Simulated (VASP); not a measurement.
Output of a VASP run:

File OSZICAR:
```
       N       E                     dE             d eps       ncg     rms          rms(c)
DAV:   1     0.190613572235E+03    0.19061E+03   -0.20430E+04  2016   0.179E+03
DAV:   2    -0.430138655101E+02   -0.23363E+03   -0.22513E+03  2672   0.354E+02
DAV:   3    -0.507909492352E+02   -0.77771E+01   -0.77572E+01  2400   0.686E+01
DAV:   4    -0.508521941652E+02   -0.61245E-01   -0.61162E-01  2376   0.682E+00
DAV:   5    -0.508528419579E+02   -0.64779E-03   -0.64772E-03  2312   0.688E-01    0.181E+01
DAV:   6    -0.461150046031E+02    0.47378E+01   -0.18302E+01  2268   0.308E+01    0.830E+00
DAV:   7    -0.461287490490E+02   -0.13744E-01   -0.61708E-01  2364   0.547E+00    0.306E+00
DAV:   8    -0.461430645607E+02   -0.14316E-01   -0.21689E-02  2272   0.149E+00    0.110E+00
DAV:   9    -0.461491929029E+02   -0.61283E-02   -0.83048E-03  2320   0.969E-01    0.274E-01
DAV:  10    -0.461493993595E+02   -0.20646E-03   -0.39439E-04  2364   0.174E-01    0.343E-02
DAV:  11    -0.461493829781E+02    0.16381E-04   -0.90768E-05  2316   0.726E-02    0.480E-03
DAV:  12    -0.461493838014E+02   -0.82330E-06   -0.40683E-06  2168   0.166E-02
   1 F= -.40504325E+02 E0= -.40504325E+02  d E =-.405043E+02
```

OUTCAR:
```
------------------------ aborting loop because EDIFF is reached ----------------------------------------
  FORCE on cell =-STRESS in cart. coord.  units (eV):
  Direction    XX          YY          ZZ          XY          YZ          ZX
  --------------------------------------------------------------------------------------
  Total        5.6171792      5.6171792      5.5847346      0.0000000      0.0000000      0.0000000
  in kB      199.0122405    199.0122405    197.8627526      0.0000000      0.0000000      0.0000000
  external PRESSURE =      -1.3709221 kB  Pullay stress =     200.0000000 kB
  volume of cell :       45.22
      direct lattice vectors                 reciprocal lattice vectors
     4.124516831  0.000000000  0.000000000     0.242452641  0.000000000  0.000000000
     0.000000000  4.124516831  0.000000000     0.000000000  0.242452641  0.000000000
     0.000000000  0.000000000  2.658293416     0.000000000  0.000000000  0.376181197
 POSITION                                       TOTAL-FORCE (eV/Angst)
 -----------------------------------------------------------------------------------
      0.00000      0.00000      0.00000         0.000000     -0.000000      0.000000
      2.06226      2.06226      1.32915         0.000000     -0.000000      0.000000
      1.25517      1.25517      0.00000        -0.000082     -0.000082     -0.000000
      3.31743      0.80709      1.32915        -0.000082      0.000082      0.000000
      0.80709      3.31743      1.32915         0.000082     -0.000082     -0.000000
      2.86934      2.86934      0.00000         0.000082      0.000082      0.000000
 -----------------------------------------------------------------------------------
    total drift:                                0.000000     -0.000000     -0.000000
  FREE ENERGIE OF THE ION-ELECTRON SYSTEM (eV)
  ---------------------------------------------------
  free  energy   TOTEN  =       -46.1493838014 eV

  energy  without entropy=      -46.1493838014  energy(sigma->0) =      -46.14938380
  enthalpy is  TOTEN    =       -40.5043247520 eV   P V=        5.6450590493

 reached required accuracy - stopping structural energy minimisation
```
(Selected blocks of OUTCAR.)

POSCAR:
```
SiO2
1
    4.1245168308     0.0000000000     0.0000000000
    0.0000000000     4.1245168308     0.0000000000
    0.0000000000     0.0000000000     2.6582934157
Si O
2 4
Direct
  1.0000000000   0.0000000000   0.0000000000
  0.5000000000   0.5000000000   0.5000000000
  0.3043197370   0.3043197370   0.0000000000
  0.8043197370   0.1956802630   0.5000000000
  0.1956802630   0.8043197370   0.5000000000
  0.6956802630   0.6956802630   0.0000000000
```

Problem. Write an INCAR and KPOINTS that could have produced this output.

Solution. One answer among several that fit: the input of the run itself, PBE GGA, plane waves, VASP's PBE PAW potentials (set 64).

**KPOINTS**
```
Automatic mesh
0
Gamma
6 6 8
0 0 0
```

**INCAR**
```
ALGO=Normal
EDIFF=1E-6
EDIFFG=-0.02
ENCUT=620
GGA=PE
IBRION=2
ISIF=3
ISMEAR=0
LASPH=T
LCHARG=F
LREAL=F
LWAVE=F
NELM=100
NSW=40
PREC=Accurate
PSTRESS=200
SIGMA=0.05
SYSTEM=SiO2
```

POTCAR, in this order: Si O (PBE.64 set). Program: vasp_std.

The compound is SiO2 in the rutile structure, stishovite, a high-pressure form. It was relaxed first under an external pressure of 20 GPa.
